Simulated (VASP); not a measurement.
# MnAu2: structure and properties in VASP, part 2 of 7

What structure does MnAu2 take at this level, and what are its properties? The start is a computed cell from the Materials Project.

VASP 6.6.1, plane waves and PAW; the level of theory is named at each step.

So far, largest spin moment in the PAW sphere (μB): step 2 (magnetic order: ferromagnetic) 3.85.

### 3. Magnetic order: antiferromagnetic, q = (0, 0, 1/2)

This step: PBEsol, spin-polarised from an antiferromagnetic start; plane waves and PAW (Mn_pv, Au) (VASP 6.6.1).

System of this step: MnAu2. Symmetry: I4/mmm, No. 139, tetragonal system. The conventional cell has a = 3.388 Å, b = 3.388 Å, c = 8.755 Å, α = 90.00°, β = 90.00°, γ = 90.00°. Mn has 10 Au at 2.78 to 2.97 Å nearest. Nearest to Au lie 5 Mn at 2.78 to 2.97 Å and 5 Au at 2.81 to 2.86 Å. Farther neighbours are not listed.

Next, a pattern with opposite moments, which needs a doubled cell; q is given in the reciprocal vectors of the primitive cell.

Input file INCAR:

```
SYSTEM = MnAu2
PREC = Accurate
ENCUT = 400
EDIFF = 1E-06
NELM = 100
ISMEAR = 1
SIGMA = 0.2
LREAL = .FALSE.
ALGO = Normal
GGA = PS
NBANDS = 46
ISPIN = 2
MAGMOM = 4 -4 0 0 0 0
LASPH = .TRUE.
LMAXMIX = 4
LORBIT = 11
LWAVE = .FALSE.
LCHARG = .FALSE.
KPAR = 8
ISIF = 2
```

Input file POSCAR:

```
MnAu2
1.0
    0.0000000000     -3.3882358368      0.0000000000
   -3.3882358368      0.0000000000      0.0000000000
    3.3882358368     -3.3882358368     -8.7553145972
Mn Au
2 4
Direct
    0.0000000000      0.0000000000      0.0000000000
    0.0000000000      0.0000000000      0.5000000000
    0.6603277800      0.3396722200      0.3396722200
    0.6603277800      0.3396722200      0.8396722200
    0.3396722200      0.6603277800      0.1603277800
    0.3396722200      0.6603277800      0.6603277800
```

Input file KPOINTS:

```
Automatic mesh
0
Gamma
7 7 7
0 0 0
```

Potentials, in the order of the species: Mn_pv and Au (PBE family, release 64).

Command:

```console
$ mpirun -np 8 vasp_std
```

Log:

```text
[banner, memory and clock lines left out]
running    8 mpi-ranks, on    1 nodes
 distrk:  each k-point on    1 cores,    8 groups
 distr:  one band on    1 cores,    1 groups

 POSCAR found type information on POSCAR MnAu
 POSCAR found :  2 types and       6 ions
 [... a notice as in an earlier step ...]

 [... a notice as in an earlier step ...]

 LDA part: xc-table for (Slater+PW92), standard interpolation
 POSCAR, INCAR and KPOINTS ok, starting setup
 FFT: planning ... GRIDC
 FFT: planning ... GRID_SOFT
 FFT: planning ... GRID
 WAVECAR not read
 entering main loop
       N       E                     dE             d eps       ncg     rms          rms(c)
DAV:   1     0.596597256713E+03    0.59660E+03   -0.31922E+04  7992   0.138E+03
DAV:   2    -0.433930457097E+01   -0.60094E+03   -0.56913E+03  7568   0.390E+02
DAV:   3    -0.378347354708E+02   -0.33495E+02   -0.32303E+02  8202   0.994E+01
DAV:   4    -0.384649528356E+02   -0.63022E+00   -0.62838E+00  7940   0.138E+01
DAV:   5    -0.384740004864E+02   -0.90477E-02   -0.90470E-02  8036   0.178E+00    0.211E+01
DAV:   6    -0.359639670468E+02    0.25100E+01   -0.17410E+01  7554   0.360E+01    0.159E+01
DAV:   7    -0.355153164700E+02    0.44865E+00   -0.94384E+00  8038   0.373E+01    0.118E+01
DAV:   8    -0.352521612134E+02    0.26316E+00   -0.62532E-01  7906   0.755E+00    0.553E+00
DAV:   9    -0.352154963228E+02    0.36665E-01   -0.31591E-01  8480   0.604E+00    0.178E+00
DAV:  10    -0.352139757514E+02    0.15206E-02   -0.79171E-02  8022   0.295E+00    0.271E-01
DAV:  11    -0.352137335495E+02    0.24220E-03   -0.33314E-03  8486   0.483E-01    0.999E-02
DAV:  12    -0.352137724037E+02   -0.38854E-04   -0.48054E-04  7982   0.187E-01    0.466E-02
DAV:  13    -0.352137839908E+02   -0.11587E-04   -0.33552E-05  8348   0.500E-02    0.168E-02
DAV:  14    -0.352137848170E+02   -0.82617E-06   -0.69363E-06  7844   0.223E-02
   1 F= -.35213785E+02 E0= -.35213930E+02  d E =0.435225E-03  mag=     0.0000
```

Wall time 23 s (8 MPI ranks of Intel Xeon 6975P-C (Granite Rapids), shared host); peak memory 2.9 GiB.

OUTCAR, selected parts (step 3):

```text
  LATTYP: Found a simple tetragonal cell.
 ALAT       =     3.3882358368
 C/A-ratio  =     2.5840334082

The static configuration has the point symmetry D_4h.

 Found     40 irreducible k-points:

   k-points           NKPTS =     40   k-points in BZ     NKDIM =     40   number of bands    NBANDS=     46

   dimension x,y,z NGX =    24 NGY =   24 NGZ =   70
   dimension x,y,z NGXF=    48 NGYF=   48 NGZF=  140

   ENCUT  =  400.0 eV  29.40 Ry    5.42 a.u.   5.53  5.53 16.28*2*pi/ulx,y,z

   NELECT =      70.0000    total number of electrons

 E-fermi :   8.6689

 spin component 1
 k-point     1 :       0.0000    0.0000    0.0000
  band No.  band energies     occupation
    ...
     30       6.2004      1.00000
     31       6.2408      1.00000
     32       6.4722      1.00000
     33       6.4722      1.00000
     34       6.9776      1.00000
     35       8.8884     -0.03253
     36       9.4156     -0.00000
     37       9.7110     -0.00000
     38       9.7110     -0.00000
     39      10.1673     -0.00000
    ...

 k-point     2 :       0.1429    0.0000    0.0000
  band No.  band energies     occupation
    ...
     30       6.2246      1.00000
     31       6.2691      1.00000
     32       6.3660      1.00000
     33       6.6621      1.00000
     34       6.8936      1.00000
     35       8.8276      0.01159
     36       9.4375     -0.00000
     37       9.4766     -0.00000
     38       9.8337     -0.00000
     39      10.0372     -0.00000
    ...

 k-point     3 :       0.2857    0.0000   -0.0000
  band No.  band energies     occupation
    ...
     31       6.2573      1.00000
     32       6.5860      1.00000
     33       6.8821      1.00000
     34       6.9048      1.00000
     35       8.4890      1.01127
     36       8.8018      0.05296
     37       9.3386     -0.00001
     38       9.9122     -0.00000
     39      10.0424     -0.00000
     40      10.1179     -0.00000
    ...

 k-point     4 :       0.4286    0.0000   -0.0000
  band No.  band energies     occupation
    ...
     33       6.9897      1.00000
     34       7.0607      1.00000
     35       7.3682      1.00000
     36       7.9980      1.00001
     37       8.5308      0.95652
     38       9.4960     -0.00000
     39       9.6341     -0.00000
     40       9.8607     -0.00000
     41      10.3078     -0.00000
     42      10.5707     -0.00000
    ...

  Total       -3.6266055     -3.6266055     -2.7422996      0.0000000      0.0000000      0.0000000
  in kB      -57.8085243    -57.8085243    -43.7125818      0.0000000      0.0000000      0.0000000
  external PRESSURE =     -53.1098768 kB  Pullay stress =       0.0000000 kB

  energy-cutoff  :      400.00
  volume of cell :      100.51
      direct lattice vectors                 reciprocal lattice vectors
     0.000000000 -3.388235837  0.000000000     0.000000000 -0.295138842  0.114216341
    -3.388235837  0.000000000  0.000000000    -0.295138842  0.000000000 -0.114216341
     3.388235837 -3.388235837 -8.755314597     0.000000000  0.000000000 -0.114216341

 POSITION                                       TOTAL-FORCE (eV/Angst)
 -----------------------------------------------------------------------------------
      0.00000      0.00000      0.00000        -0.000000      0.000000      0.000000
      1.69412     -1.69412     -4.37766         0.000000      0.000000     -0.000000
      0.00000     -3.38824     -2.97394         0.000000     -0.000000      0.141685
      1.69412     -5.08235     -7.35159         0.000000     -0.000000      0.141685
     -1.69412     -1.69412     -1.40372        -0.000000      0.000000     -0.141685
      0.00000     -3.38824     -5.78138        -0.000000      0.000000     -0.141685
 -----------------------------------------------------------------------------------
    total drift:                               -0.000000     -0.000000     -0.000000

  FREE ENERGIE OF THE ION-ELECTRON SYSTEM (eV)
  ---------------------------------------------------
  free  energy   TOTEN  =       -35.2137848170 eV

  energy  without entropy=      -35.2142200415  energy(sigma->0) =      -35.21392989

 total charge
# of ion       s       p       d       tot
------------------------------------------
    1        0.265   6.209   4.920  11.394
    2        0.265   6.209   4.920  11.394
    3        0.624   0.385   8.680   9.689
    4        0.624   0.385   8.680   9.689
    5        0.624   0.385   8.680   9.689
    6        0.624   0.385   8.680   9.689
--------------------------------------------------
tot          3.026  13.957  44.560  61.543

 magnetization (x)
# of ion       s       p       d       tot
------------------------------------------
    1        0.030   0.026   3.883   3.939
    2       -0.030  -0.026  -3.883  -3.939
    3        0.023   0.005  -0.073  -0.045
    4       -0.023  -0.005   0.073   0.045
    5       -0.023  -0.005   0.073   0.045
    6        0.023   0.005  -0.073  -0.045
--------------------------------------------------
tot         -0.000   0.000   0.000  -0.000

[... 1 part as in an earlier step ...]

[... 6 further parts left out ...]
```

At this level the cell is under a tension of 5.3 GPa, so at these settings it is away from equilibrium.

Numbers from this step:

```yaml
electrons: 70
bands: 46
free_energy_toten: -35.21 eV
energy_at_zero_smearing: -35.21 eV
fermi_energy: 8.669 eV
pressure: -5.311 GPa
```

Spin moment in the PAW sphere by atom:

```
atom  spin moment in the PAW sphere (μB)
 Mn1                                3.94
 Mn2                               -3.94
 Au3                               -0.04
 Au4                                0.04
 Au5                                0.04
 Au6                               -0.04
```

Force by atom:

| atom | x (eV/Å) | y (eV/Å) | z (eV/Å) | size |
| --- | --- | --- | --- | --- |
| Mn1 | 0.000 | 0.000 | 0.000 | 0.000 |
| Mn2 | 0.000 | 0.000 | 0.000 | 0.000 |
| Au3 | 0.000 | 0.000 | 0.142 | 0.142 |
| Au4 | 0.000 | 0.000 | 0.142 | 0.142 |
| Au5 | 0.000 | 0.000 | -0.142 | 0.142 |
| Au6 | 0.000 | 0.000 | -0.142 | 0.142 |

The energy lies +32.3 meV an atom from the first pattern. The run ends antiferromagnetic with a largest moment of 3.94 μB, and the mesh shows no gap.

### 4. Magnetic order: antiferromagnetic, q = (1/2, 1/2, 1/2)

Next, a pattern with opposite moments, which needs a doubled cell; q is given in the reciprocal vectors of the primitive cell.

INCAR is that of step 3.

Input file POSCAR:

```
MnAu2
1.0
    3.3882358368      3.3882358368      0.0000000000
   -3.3882358368      3.3882358368      0.0000000000
   -1.6941179184     -1.6941179184      4.3776572986
Mn Au
2 4
Direct
    0.0000000000      0.0000000000      0.0000000000
    0.5000000000      0.5000000000      0.0000000000
    0.1603277800      0.5000000000      0.3206555600
    0.6603277800      0.0000000000      0.3206555600
    0.3396722200      0.0000000000      0.6793444400
    0.8396722200      0.5000000000      0.6793444400
```

Input file KPOINTS:

```
Automatic mesh
0
Gamma
5 5 5
0 0 0
```

Command:

```console
$ mpirun -np 8 vasp_std
```

Log:

```text
[... set-up lines as in an earlier step ...]
 entering main loop
       N       E                     dE             d eps       ncg     rms          rms(c)
DAV:   1     0.598543192827E+03    0.59854E+03   -0.31909E+04  5408   0.138E+03
DAV:   2    -0.466868531101E+01   -0.60321E+03   -0.57077E+03  5138   0.391E+02
DAV:   3    -0.378271362651E+02   -0.33158E+02   -0.31942E+02  5422   0.995E+01
DAV:   4    -0.384146295562E+02   -0.58749E+00   -0.58590E+00  5416   0.136E+01
DAV:   5    -0.384233132231E+02   -0.86837E-02   -0.86831E-02  5360   0.176E+00    0.213E+01
DAV:   6    -0.362047132222E+02    0.22186E+01   -0.19607E+01  5104   0.379E+01    0.174E+01
DAV:   7    -0.353265705199E+02    0.87814E+00   -0.11840E+01  5416   0.414E+01    0.119E+01
DAV:   8    -0.350579812995E+02    0.26859E+00   -0.87607E-01  5304   0.844E+00    0.572E+00
DAV:   9    -0.350402169530E+02    0.17764E-01   -0.16246E-01  5804   0.393E+00    0.251E+00
DAV:  10    -0.350408377024E+02   -0.62075E-03   -0.46049E-02  5370   0.164E+00    0.391E-01
DAV:  11    -0.350412188569E+02   -0.38115E-03   -0.51037E-03  5452   0.652E-01    0.112E-01
DAV:  12    -0.350413385524E+02   -0.11970E-03   -0.66258E-04  5358   0.155E-01    0.571E-02
DAV:  13    -0.350413458632E+02   -0.73108E-05   -0.59736E-05  5328   0.476E-02    0.249E-02
DAV:  14    -0.350413438182E+02    0.20450E-05   -0.71308E-06  5594   0.158E-02    0.688E-03
DAV:  15    -0.350413434266E+02    0.39152E-06   -0.15868E-06  2980   0.792E-03
   1 F= -.35041343E+02 E0= -.35039616E+02  d E =-.518278E-02  mag=    -0.0000
```

Wall time 17 s (8 MPI ranks); peak memory 2.5 GiB.

OUTCAR, selected parts (step 4):

```text
  LATTYP: Found a base centered orthorhombic cell.
 ALAT       =     4.7916890729
 B/A-ratio  =     1.8271875458
 C/A-ratio  =     1.0000000000

 Subroutine GETGRP returns: Found  8 space group operations
 (whereof  8 operations were pure point group operations)

The static configuration has the point symmetry D_2h.

 Found     27 irreducible k-points:

   k-points           NKPTS =     27   k-points in BZ     NKDIM =     27   number of bands    NBANDS=     46

   dimension x,y,z NGX =    32 NGY =   32 NGZ =   36
   dimension x,y,z NGXF=    64 NGYF=   64 NGZF=   72

   ENCUT  =  400.0 eV  29.40 Ry    5.42 a.u.   7.81  7.81  8.14*2*pi/ulx,y,z

   NELECT =      70.0000    total number of electrons

 E-fermi :   8.5954

 spin component 1
 k-point     1 :       0.0000    0.0000    0.0000
  band No.  band energies     occupation
    ...
     31       6.4768      1.00000
     32       6.6151      1.00000
     33       7.3163      1.00000
     34       8.3935      1.02609
     35       8.5253      0.77737
     36       8.7231      0.06346
     37       9.5997     -0.00000
     38      10.0206     -0.00000
     39      10.9923     -0.00000
     40      11.1875     -0.00000
    ...

 k-point     2 :       0.2000    0.0000    0.0000
  band No.  band energies     occupation
    ...
     31       6.3552      1.00000
     32       6.5444      1.00000
     33       7.9281      1.00001
     34       8.2291      1.01324
     35       8.2722      1.02231
     36       8.7687     -0.00514
     37       9.7270     -0.00000
     38      10.1543     -0.00000
     39      10.3459     -0.00000
     40      10.7547     -0.00000
    ...

 k-point     3 :       0.4000    0.0000    0.0000
  band No.  band energies     occupation
    ...
     30       6.2845      1.00000
     31       6.5207      1.00000
     32       6.6284      1.00000
     33       7.0300      1.00000
     34       7.4532      1.00000
     35       9.0173     -0.00552
     36       9.1628     -0.00023
     37       9.8263     -0.00000
     38       9.8347     -0.00000
     39      10.1544     -0.00000
    ...

 k-point     4 :       0.0000    0.2000    0.0000
  band No.  band energies     occupation
    ...
     30       5.9174      1.00000
     31       6.4398      1.00000
     32       6.4541      1.00000
     33       6.7025      1.00000
     34       8.5831      0.55178
     35       8.7102      0.09206
     36       9.2083     -0.00006
     37       9.4899     -0.00000
     38       9.9210     -0.00000
     39      11.2878     -0.00000
    ...

  Total       -3.2026907     -3.2026907     -3.6671554     -0.1801257      0.0000000      0.0000000
  in kB      -51.0512711    -51.0512711    -58.4548941     -2.8712255      0.0000000      0.0000000
  external PRESSURE =     -53.5191455 kB  Pullay stress =       0.0000000 kB

  energy-cutoff  :      400.00
  volume of cell :      100.51
      direct lattice vectors                 reciprocal lattice vectors
     3.388235837  3.388235837  0.000000000     0.147569421  0.147569421  0.114216341
    -3.388235837  3.388235837  0.000000000    -0.147569421  0.147569421  0.000000000
    -1.694117918 -1.694117918  4.377657299     0.000000000  0.000000000  0.228432683

 POSITION                                       TOTAL-FORCE (eV/Angst)
 -----------------------------------------------------------------------------------
      0.00000      0.00000      0.00000        -0.000000      0.000000      0.000000
      0.00000      3.38824      0.00000         0.000000     -0.000000      0.000000
     -1.69412      1.69412      1.40372        -0.000000     -0.000000      0.091602
      1.69412      1.69412      1.40372        -0.000000     -0.000000      0.091602
     -0.00000     -0.00000      2.97394         0.000000      0.000000     -0.091602
     -0.00000      3.38824      2.97394         0.000000      0.000000     -0.091602
 -----------------------------------------------------------------------------------
    total drift:                                0.000000     -0.000000     -0.000000

  FREE ENERGIE OF THE ION-ELECTRON SYSTEM (eV)
  ---------------------------------------------------
  free  energy   TOTEN  =       -35.0413434266 eV

  energy  without entropy=      -35.0361606506  energy(sigma->0) =      -35.03961583

 total charge
# of ion       s       p       d       tot
------------------------------------------
    1        0.261   6.209   4.928  11.398
    2        0.261   6.209   4.928  11.398
    3        0.624   0.381   8.683   9.688
    4        0.624   0.381   8.683   9.688
    5        0.624   0.381   8.683   9.688
    6        0.624   0.381   8.683   9.688
--------------------------------------------------
tot          3.018  13.944  44.588  61.549

 magnetization (x)
# of ion       s       p       d       tot
------------------------------------------
    1        0.032   0.033   3.833   3.898
    2       -0.032  -0.033  -3.833  -3.898
    3        0.019  -0.000  -0.006   0.012
    4       -0.019   0.000   0.006  -0.012
    5       -0.019   0.000   0.006  -0.012
    6        0.019  -0.000  -0.006   0.012
--------------------------------------------------
tot         -0.000   0.000   0.000  -0.000

[... 6 further parts left out ...]
```

At this level the cell is under a tension of 5.4 GPa, so at these settings it is away from equilibrium.

Numbers from this step:

| Quantity | Value |
| --- | --- |
| SCF cycles | 15 |
| irreducible k-points | 27 |
| symmetry operations | 8 |
| free energy (TOTEN) | -35.04 eV |
| energy at zero smearing | -35.04 eV |
| Fermi energy | 8.595 eV |
| pressure | -5.352 GPa |

Spin moment in the PAW sphere by atom:

```
atom  spin moment in the PAW sphere (μB)
 Mn1                                3.90
 Mn2                               -3.90
 Au3                                0.01
 Au4                               -0.01
 Au5                               -0.01
 Au6                                0.01
```

Force by atom:

```csv
atom,x (eV/Å),y (eV/Å),z (eV/Å),size
Mn1,0.0000,0.0000,0.0000,0.0000
Mn2,0.0000,0.0000,0.0000,0.0000
Au3,0.0000,0.0000,0.0916,0.0916
Au4,0.0000,0.0000,0.0916,0.0916
Au5,0.0000,0.0000,-0.0916,0.0916
Au6,0.0000,0.0000,-0.0916,0.0916
```

The energy lies +61.3 meV an atom from the first pattern. The run ends antiferromagnetic with a largest moment of 3.90 μB, and the mesh shows no gap.

(Continued in part 3 of 7.)

[Lines on the potential files, build, host, timing and source positions are cut from VASP's logs without a mark.]

[Logs are printed without paths, hosts, clocks, repeated set-up lines and the standing remarks that a program may print on its own settings, such as how far it seeks lower states.]

[Hosts, paths, dates, database ids (printed as entryN), source tags and the programs' standing remarks are cut or masked in the printed files.]

[A measured line is paired with the nearest computed mode of its activity, which favours agreement.]
